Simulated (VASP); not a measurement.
Here is the system:

```yaml
crystal:
  lattice:
    - [0.00000, 3.00501, 3.00501]
    - [3.00501, 0.00000, 3.00501]
    - [3.00501, 3.00501, 0.00000]
  atoms:
    - { symbol: Pb, position: [0.00000, 0.00000, 0.00000] }
    - { symbol: S, position: [0.50000, 0.50000, 0.50000] }
```

The numbers are results of SCAN meta-GGA, VASP's PBE PAW potentials (set 64) (plane waves; VASP), not measurements. Settings: 520 eV cut-off, 8×8×8 Γ-centred mesh, Gaussian smearing of 0.050 eV, potentials Pb_d S.

Unless said otherwise, spin-orbit coupling is left out, though it shifts the bands of the heavy elements here.

Problem. Predict the energy per atom (σ→0), pressure, band gap (on the k-mesh) with the smallest direct gap where there is one.

Solution. 
The band gap (on the k-mesh) comes out as 0.72 eV, the smallest direct gap (on the k-mesh) comes out as 0.72 eV and the energy per atom (σ→0) is -43.243 eV/atom. The pressure comes out as -1.58 GPa.

The absolute energy has meaning only against runs of the same code, potentials and settings.

The compound is PbS in the rock salt structure. This cell is one point of a volume scan, at 1.03 of the reference volume.
